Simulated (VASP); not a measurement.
# BSiH5 in VASP: notebook

One molecule, BSiH5, is run at these levels: PBE, vdW-DF2, r2SCAN+D3(BJ), PBE+TS, HSE06+D4; tasks: electron localisation function, single point, relaxation of the atoms.

Program: VASP 6.6.1. These are calculated values, not measurements. Logs are shortened: lines on timing, memory, paths and dates and some standing lists are left out, and cuts for length are marked.

### 1 The molecule as given

The cell holds a molecule in a box, 7 atoms: a = 12.000 Å, b = 13.000 Å, c = 12.000 Å, α = 90.00°, β = 90.00°, γ = 90.00°.

### 2 Electron localisation function, PBE

File INCAR:

```
SYSTEM = SiBH5
PREC = Accurate
ENCUT = 520
EDIFF = 1E-6
ISMEAR = 0
SIGMA = 0.01
LREAL = .FALSE.
LASPH = .TRUE.
NELM = 80
ALGO = Normal
ISIF = 2
LWAVE = .FALSE.
LCHARG = .TRUE.
GGA = PE
LELF = .TRUE.
```

File KPOINTS:

```
Automatic mesh
0
G
  1 1 1
  0 0 0
```

File POSCAR:

```
SiBH5
1.0
   12.0000000000      0.0000000000      0.0000000000
    0.0000000000     13.0000000000      0.0000000000
    0.0000000000      0.0000000000     12.0000000000
B Si H
1 1 5
Direct
    0.4829625000      0.4249923100      0.5401750000
    0.4939875000      0.5768615400      0.5107750000
    0.3927291700      0.3864076900      0.5473250000
    0.5620958300      0.3701076900      0.5511000000
    0.4352291700      0.6005615400      0.4042166700
    0.4345958300      0.6331230800      0.6014500000
    0.6094375000      0.6179000000      0.5031916700
```

Potentials or basis: VASP PAW PBE potentials, release 64 (B, Si, H).

Command:

```
> cat potpaw_PBE.64/B/POTCAR potpaw_PBE.64/Si/POTCAR potpaw_PBE.64/H/POTCAR > POTCAR
> mpirun -np 1 vasp_gam > vasp.out
```

OUTCAR:

```text
SYSTEM = SiBH5
   PREC = Accurate
   ENCUT = 520
   EDIFF = 1E-6
   ISMEAR = 0
   LREAL = .FALSE.
   LASPH = .TRUE.
   NELM = 80
   ISIF = 2
   GGA = PE

 ion  position               nearest neighbor table
   1  0.483  0.425  0.540-   4 1.19   3 1.20   2 2.01
   2  0.494  0.577  0.511-   7 1.49   6 1.49   5 1.49   1 2.01
   3  0.393  0.386  0.547-   1 1.20
   4  0.562  0.370  0.551-   1 1.19
   5  0.435  0.601  0.404-   2 1.49
   6  0.435  0.633  0.601-   2 1.49
   7  0.609  0.618  0.503-   2 1.49

  LATTYP: Found a simple tetragonal cell.
 ALAT       =    12.0000000000
 C/A-ratio  =     1.0833333333

  Lattice vectors:

 A1 = ( -12.0000000000,   0.0000000000,   0.0000000000)
 A2 = (   0.0000000000,   0.0000000000,  12.0000000000)
 A3 = (   0.0000000000,  13.0000000000,   0.0000000000)

Analysis of symmetry for initial positions (statically):
=====================================================================
 Subroutine PRICEL returns:
 Original cell was already a primitive cell.

 Routine SETGRP: Setting up the symmetry group for a
 simple tetragonal supercell.

 Subroutine GETGRP returns: Found  1 space group operations
 (whereof  1 operations were pure point group operations)
 out of a pool of 16 trial point group operations.

The static configuration has the point symmetry C_1 .

Analysis of symmetry for dynamics (positions and initial velocities):
=====================================================================
 Subroutine PRICEL returns:
 Original cell was already a primitive cell.

 Routine SETGRP: Setting up the symmetry group for a
 simple tetragonal supercell.

 Subroutine GETGRP returns: Found  1 space group operations
 (whereof  1 operations were pure point group operations)
 out of a pool of 16 trial point group operations.

The dynamic configuration has the point symmetry C_1 .

 Subroutine INISYM returns: Found  1 space group operations
 (whereof  1 operations are pure point group operations),
 and found     1 'primitive' translations

----------------------------------------------------------------------------------------

                                     Primitive cell

  volume of cell :    1872.0000

  direct lattice vectors                    reciprocal lattice vectors
    12.000000000  0.000000000  0.000000000     0.083333333  0.000000000  0.000000000
     0.000000000 13.000000000  0.000000000     0.000000000  0.076923077  0.000000000
     0.000000000  0.000000000 12.000000000     0.000000000  0.000000000  0.083333333

  length of vectors
    12.000000000 13.000000000 12.000000000     0.083333333  0.076923077  0.083333333

  position of ions in fractional coordinates (direct lattice)
     0.482962500  0.424992310  0.540175000
     0.493987500  0.576861540  0.510775000
     0.392729170  0.386407690  0.547325000
     0.562095830  0.370107690  0.551100000
     0.435229170  0.600561540  0.404216670
     0.434595830  0.633123080  0.601450000
     0.609437500  0.617900000  0.503191670

  ion indices of the primitive-cell ions
   primitive index   ion index
                 1           1
                 2           2
                 3           3
                 4           4
                 5           5
                 6           6
                 7           7

----------------------------------------------------------------------------------------

 KPOINTS: Automatic mesh

Automatic generation of k-mesh.
 Grid dimensions read from file:
 generate k-points for:    1    1    1

 Generating k-lattice:

  Cartesian coordinates                     Fractional coordinates (reciprocal lattice)
     0.083333333  0.000000000  0.000000000     1.000000000  0.000000000  0.000000000
     0.000000000  0.076923077  0.000000000     0.000000000  1.000000000  0.000000000
     0.000000000  0.000000000  0.083333333     0.000000000  0.000000000  1.000000000

  Length of vectors
     0.083333333  0.076923077  0.083333333

  Shift w.r.t. Gamma in fractional coordinates (k-lattice)
     0.000000000  0.000000000  0.000000000

 Subroutine IBZKPT returns following result:
 ===========================================

 Found      1 irreducible k-points:

 Following reciprocal coordinates:
            Coordinates               Weight
  0.000000  0.000000  0.000000      1.000000
   k-points           NKPTS =      1   k-points in BZ     NKDIM =      1   number of bands    NBANDS=     10
   number of dos      NEDOS =    301   number of ions     NIONS =      7
   total plane-waves  NPLWV = 793800
   dimension x,y,z NGX =    90 NGY =   98 NGZ =   90
   dimension x,y,z NGXF=   180 NGYF=  196 NGZF=  180
   ions per type =               1   1   5
   NGX,Y,Z   is equivalent  to a cutoff of  12.47, 12.53, 12.47 a.u.
   NGXF,Y,Z  is equivalent  to a cutoff of  24.94, 25.06, 24.94 a.u.
 SYSTEM =  SiBH5
   PREC   = accura    normal or accurate (medium, high low for compatibility)
   ISTART =      0    job   : 0-new  1-cont  2-samecut
   ICHARG =      2    charge: 1-file 2-atom 10-const
   ISPIN  =      1    spin polarized calculation?
   LNONCOLLINEAR =      F non collinear calculations
   LSORBIT =      F    spin-orbit coupling
   LASPH  =      T    aspherical Exc in radial PAW
   ENCUT  =  520.0 eV  38.22 Ry    6.18 a.u.  22.31 24.17 22.31*2*pi/ulx,y,z
   NELM   =     80;   NELMIN=  2; NELMDL= -5     # of ELM steps
   EDIFF  = 0.1E-05   stopping-criterion for ELM
   LREAL  =      F    real-space projection
[... 7 lines left out ...]
   TEBEG  =    0.0;   TEEND  =   0.0 temperature during run
   PSTRESS=    0.0 pullay stress
   NELECT =      12.0000    total number of electrons
   NUPDOWN=      -1.0000    fix difference up-down
   EMIN   =  10.00;   EMAX   =-10.00  energy-range for DOS
   EFERMI =   0.00;   METHOD = LEGACY
   ISMEAR =     0;   SIGMA  =   0.01  broadening in eV -4-tet -1-fermi 0-gaus
   EFERMI_NEDOS =   21; number of points for ismear=-14 and -15
   IALGO  =     38    algorithm
   IMIX   =      4    mixing-type and parameters
     AMIX     =   0.40;   BMIX     =  1.00
     AMIX_MAG =   1.60;   BMIX_MAG =  1.00
  volume/ion in A,a.u.               =     267.43      1804.70
  Fermi-wavevector in a.u.,A,eV,Ry     =   0.304112  0.574688  1.258321  0.092484
  Thomas-Fermi vector in A             =   1.175900
   LORBIT       =      0    0 simple, 1 ext, 2 COOP (PROOUT), +10 PAW based schemes
   GGA     = PE    functional components
   LHFCALC =     F    Hartree Fock is set to
   AEXX    =    0.0000 exact exchange contribution
   IVDW    =     0    specifies the selected vdW correction
   LEPSILON=     F    determine dielectric tensor
   LRPA    =     F    only Hartree local field effects (RPA)
 non-spin polarized calculation
 Gauss-broadening in eV      SIGMA  =   0.01
  energy-cutoff  :      520.00
  volume of cell :     1872.00
 maximum number of plane-waves:     25235
 NGX is ok and might be reduce to    90
   NGX = 45   NGY = 49   NGZ = 45

 number of electron      12.0000002 magnetization

 Free energy of the ion-electron system (eV)
  ---------------------------------------------------
  ext. energy  EPLUGINS =         0.00000000
  ---------------------------------------------------
  free energy    TOTEN  =       -27.73515974 eV

  energy without entropy =      -27.73515974  energy(sigma->0) =      -27.73515974

 E-fermi :  -6.9876     XC(G=0):  -0.6825

 val. band max:       -7.0510610053   @ k =   0.0000   0.0000   0.0000
 cond. band min:      -3.3142471170   @ k =   0.0000   0.0000   0.0000
 fundamental gap:      3.7368138883
 Fermi energy:        -6.9876271825

 k-point     1 :       0.0000    0.0000    0.0000
  band No.  band energies     occupation
      1     -13.5582      2.00000
      2     -11.5703      2.00000
      3      -8.7722      2.00000
      4      -8.3057      2.00000
      5      -7.8161      2.00000
      6      -7.0511      2.00000
      7      -3.3142      0.00000
      8      -0.3716      0.00000
      9       0.1811      0.00000
     10       0.2673      0.00000

------------------------ aborting loop because EDIFF is reached ----------------------------------------

  FORCE on cell =-STRESS in cart. coord.  units (eV):
  Direction    XX          YY          ZZ          XY          YZ          ZX
  --------------------------------------------------------------------------------------
  -------------------------------------------------------------------------------------
  Total        0.3814647      0.1385422      0.1562601     -0.0001863      0.0035513     -0.0000139
  in kB        0.3264819      0.1185733      0.1337374     -0.0001594      0.0030394     -0.0000119
  external PRESSURE =       0.1929309 kB  Pullay stress =       0.0000000 kB

 VOLUME and BASIS-vectors are now :
 -----------------------------------------------------------------------------
  energy-cutoff  :      520.00
  volume of cell :     1872.00
      direct lattice vectors                 reciprocal lattice vectors
    12.000000000  0.000000000  0.000000000     0.083333333  0.000000000  0.000000000
     0.000000000 13.000000000  0.000000000     0.000000000  0.076923077  0.000000000
     0.000000000  0.000000000 12.000000000     0.000000000  0.000000000  0.083333333

 POSITION                                       TOTAL-FORCE (eV/Angst)
 -----------------------------------------------------------------------------------
      5.79555      5.52490      6.48210        -0.005801      0.101300     -0.018590
      5.92785      7.49920      6.12930         0.058642     -0.146073      0.025351
      4.71275      5.02330      6.56790        -0.110468     -0.051556      0.008952
      6.74515      4.81140      6.61320         0.098659     -0.070932      0.013372
      5.22275      7.80730      4.85060        -0.070350      0.036505     -0.101009
      5.21515      8.23060      7.21740        -0.071668      0.070117      0.082561
      7.31325      8.03270      6.03830         0.100986      0.060639     -0.010638
 -----------------------------------------------------------------------------------
    total drift:                                0.000090     -0.000168      0.000088

  FREE ENERGIE OF THE ION-ELECTRON SYSTEM (eV)
  ---------------------------------------------------
  free  energy   TOTEN  =       -27.7351597417 eV

  energy  without entropy=      -27.7351597417  energy(sigma->0) =      -27.73515974
```

Run time: 2.2 min. Hardware: 1 thread of AMD EPYC 7R13 (Zen 3), shared host; peak memory 1.3 GiB.

What came out:

```
Free energy                     : -27.7352 eV
Largest force                   : 0.159 eV/Å
Gap between the frontier levels : 3.74 eV
```

Forces on the atoms (eV/Å):
```
B   -0.006  0.101 -0.019
Si   0.059 -0.146  0.025
H   -0.110 -0.052  0.009
H    0.099 -0.071  0.013
H   -0.070  0.037 -0.101
H   -0.072  0.070  0.083
H    0.101  0.061 -0.011
```

### 3 Single point, vdW-DF2

File INCAR:

```
SYSTEM = SiBH5
PREC = Accurate
ENCUT = 400
EDIFF = 1E-6
ISMEAR = 0
SIGMA = 0.01
LREAL = .FALSE.
LASPH = .TRUE.
NELM = 80
ALGO = Normal
ISIF = 2
LWAVE = .FALSE.
LCHARG = .TRUE.
GGA = ML
LUSE_VDW = .TRUE.
AGGAC = 0.0
ZAB_VDW = -1.8867
LELF = .TRUE.
LVHAR = .TRUE.
LVACPOTAV = .TRUE.
NBANDS = 15
```

KPOINTS is that of step 2.

File POSCAR:

```
SiBH5
1.0
   12.0000000000      0.0000000000      0.0000000000
    0.0000000000     13.0000000000      0.0000000000
    0.0000000000      0.0000000000     12.0000000000
B Si H
1 1 5
Cartesian
    5.7955500000      5.5249000300      6.4821000000
    5.9278500000      7.4992000200      6.1293000000
    4.7127500400      5.0232999700      6.5679000000
    6.7451499600      4.8113999700      6.6132000000
    5.2227500400      7.8073000200      4.8506000400
    5.2151499600      8.2306000400      7.2174000000
    7.3132500000      8.0327000000      6.0383000400
```

Potentials or basis: VASP PAW PBE potentials, release 64 (B_s, Si, H_s).

Command:

```
> cat potpaw_PBE.64/B_s/POTCAR potpaw_PBE.64/Si/POTCAR potpaw_PBE.64/H_s/POTCAR > POTCAR
> mpirun -np 1 vasp_gam > vasp.out
```

OUTCAR:

```text
SYSTEM = SiBH5
   PREC = Accurate
   ENCUT = 400
   EDIFF = 1E-6
   ISMEAR = 0
   LREAL = .FALSE.
   LASPH = .TRUE.
   NELM = 80
   ISIF = 2
   GGA = ML

 ion  position               nearest neighbor table
   1  0.483  0.425  0.540-   4 1.19   3 1.20   2 2.01
   2  0.494  0.577  0.511-   7 1.49   6 1.49   5 1.49   1 2.01
   3  0.393  0.386  0.547-   1 1.20
   4  0.562  0.370  0.551-   1 1.19
[... 208 lines left out ...]
  -------------------------------------------------------------------------------------
  Total       -0.7854200     -0.1752154     -0.2998854      0.0281934     -0.0246288     -0.0074291
  in kB       -0.6722127     -0.1499605     -0.2566611      0.0241297     -0.0210789     -0.0063583
  external PRESSURE =      -0.3596115 kB  Pullay stress =       0.0000000 kB

 VOLUME and BASIS-vectors are now :
 -----------------------------------------------------------------------------
  energy-cutoff  :      400.00
  volume of cell :     1872.00
      direct lattice vectors                 reciprocal lattice vectors
    12.000000000  0.000000000  0.000000000     0.083333333  0.000000000  0.000000000
     0.000000000 13.000000000  0.000000000     0.000000000  0.076923077  0.000000000
     0.000000000  0.000000000 12.000000000     0.000000000  0.000000000  0.083333333

 POSITION                                       TOTAL-FORCE (eV/Angst)
 -----------------------------------------------------------------------------------
      5.79555      5.52490      6.48210        -0.025763     -0.299260      0.050777
      5.92785      7.49920      6.12930         0.016511      0.138756     -0.028732
      4.71275      5.02330      6.56790         0.228725      0.093499     -0.013546
      6.74515      4.81140      6.61320        -0.205494      0.143316     -0.023318
      5.22275      7.80730      4.85060         0.052525     -0.005755      0.091151
      5.21515      8.23060      7.21740         0.052185     -0.037155     -0.081901
      7.31325      8.03270      6.03830        -0.118690     -0.033402      0.005569
 -----------------------------------------------------------------------------------
    total drift:                               -0.000004      0.000036      0.000062

  FREE ENERGIE OF THE ION-ELECTRON SYSTEM (eV)
  ---------------------------------------------------
  free  energy   TOTEN  =       -25.9392218008 eV

  energy  without entropy=      -25.9392218008  energy(sigma->0) =      -25.93922180

Total vdW correction in eV:      2.7311228
```

stdout:

```text
POSCAR found type information on POSCAR B SiH
 POSCAR found :  3 types and       7 ions
 scaLAPACK will be used
 -----------------------------------------------------------------------------
|                                                                             |
|                                                                             |
[... 16 lines left out ...]
|                                                                             |
 -----------------------------------------------------------------------------

 LDA part: xc-table for (Slater+PW92), standard interpolation
 POSCAR, INCAR and KPOINTS ok, starting setup
 FFT: planning ... GRIDC
 FFT: planning ... GRID_SOFT
 FFT: planning ... GRID
 WAVECAR not read
 entering main loop
```

Wall time 30 min (1 thread of AMD EPYC 7R13 (Zen 3), shared host); peak memory 3.3 GiB.

What came out:

```yaml
Free_energy: -25.9392 eV
Largest_force: 0.305 eV/Å
Gap_between_the_frontier_levels: 3.95 eV
```

Forces in eV/Å, atoms in the order of the input:
```
B   -0.026 -0.299  0.051
Si   0.017  0.139 -0.029
H    0.229  0.093 -0.014
H   -0.205  0.143 -0.023
H    0.053 -0.006  0.091
H    0.052 -0.037 -0.082
H   -0.119 -0.033  0.006
```

Caveat: the PAW data sets were made with another functional, which shifts forces and pressure a little.

### 4 Relaxation of the atoms, r2SCAN+D3(BJ)

File INCAR:

```
SYSTEM = SiBH5
PREC = Accurate ; ENCUT = 520
EDIFF = 1E-7 ; ISMEAR = 0
SIGMA = 0.01 ; LREAL = .FALSE.
LASPH = .TRUE. ; NELM = 80
ALGO = Normal ; ISIF = 2
LWAVE = .FALSE. ; LCHARG = .FALSE.
METAGGA = R2SCAN ; LMIXTAU = .TRUE.
IVDW = 12 ; VDW_S6 = 1.0
VDW_S8 = 0.78981345 ; VDW_A1 = 0.49484001
VDW_A2 = 5.73083694 ; IBRION = 2
NSW = 60 ; EDIFFG = -0.01
```

KPOINTS is that of step 3.

File POSCAR:

```
SiBH5
1.0
   12.0000000000      0.0000000000      0.0000000000
    0.0000000000     13.0000000000      0.0000000000
    0.0000000000      0.0000000000     12.0000000000
B Si H
1 1 5
Direct
    0.4829625000      0.4249923100      0.5401750000
    0.4939875000      0.5768615400      0.5107750000
    0.3927291700      0.3864076900      0.5473250000
    0.5620958300      0.3701076900      0.5511000000
    0.4352291700      0.6005615400      0.4042166700
    0.4345958300      0.6331230800      0.6014500000
    0.6094375000      0.6179000000      0.5031916700
```

Potentials or basis: VASP PAW PBE potentials, release 64 (B, Si, H).

Command:

```
> cat potpaw_PBE.64/B/POTCAR potpaw_PBE.64/Si/POTCAR potpaw_PBE.64/H/POTCAR > POTCAR
> mpirun -np 1 vasp_gam > vasp.out
```

Run time: 37 min. Hardware: 1 thread of AMD EPYC 7R13 (Zen 3), shared host; peak memory 1.8 GiB.

The run converged. Its results:

```yaml
Free_energy: -32.1144 eV
Energy_gained_by_relaxing: 0.1 meV/atom
Ionic_steps: 9
Largest_force_after_relaxing: 0.009 eV/Å
Gap_between_the_frontier_levels: 4.37 eV
Dispersion_energy_per_atom: -0.004 eV
```

Forces in eV/Å, atoms in the order of the input:
```
B    0.004  0.003 -0.001
Si   0.003  0.006 -0.001
H   -0.008  0.002  0.000
H    0.004 -0.005  0.000
H   -0.001 -0.004  0.004
H   -0.002 -0.005 -0.002
H    0.001  0.002  0.000
```

The path:
| step | energy change (eV) | largest force (eV/Å) | pressure (GPa) |
| --- | --- | --- | --- |
| 1 | 0.0000 | 0.0815 | -0.02 |
| 2 | -0.0007 | 0.0534 | -0.01 |
| 3 | -0.0007 | 0.0637 | -0.01 |
| 4 | -0.0008 | 0.0639 | -0.01 |
| 5 | -0.0009 | 0.0122 | -0.01 |
| 6 | -0.0009 | 0.0109 | -0.01 |
| 7 | -0.0009 | 0.0102 | -0.01 |
| 8 | -0.0009 | 0.0140 | -0.01 |
| 9 | -0.0009 | 0.0086 | -0.01 |

Final structure:
```
B Si H
1.0
    12.00000    0.00000    0.00000
     0.00000   13.00000    0.00000
     0.00000    0.00000   12.00000
B Si H
1 1 5
Cartesian
  5.7955 5.5269 6.4817
  5.9296 7.4958 6.1300
  4.7153 5.0258 6.5675
  6.7421 4.8138 6.6127
  5.2244 7.8064 4.8562
  5.2168 8.2279 7.2125
  7.3087 8.0327 6.0383
```

Levels at points of the mesh, in eV from the valence-band top:
```tsv
k point	band 2	band 3	band 4	band 5	band 6	band 7	band 8	band 9	band 10
(0.00, 0.00, 0.00)	-4.75	-1.82	-1.31	-0.82	0.00	4.37	7.48	8.01	8.14
```

Caveat: the PAW data sets were made with another functional, which shifts forces and pressure a little. r2SCAN opens gaps a little over a GGA but as a rule still falls short of measured ones.

(Part 1 of 2 ends here.)
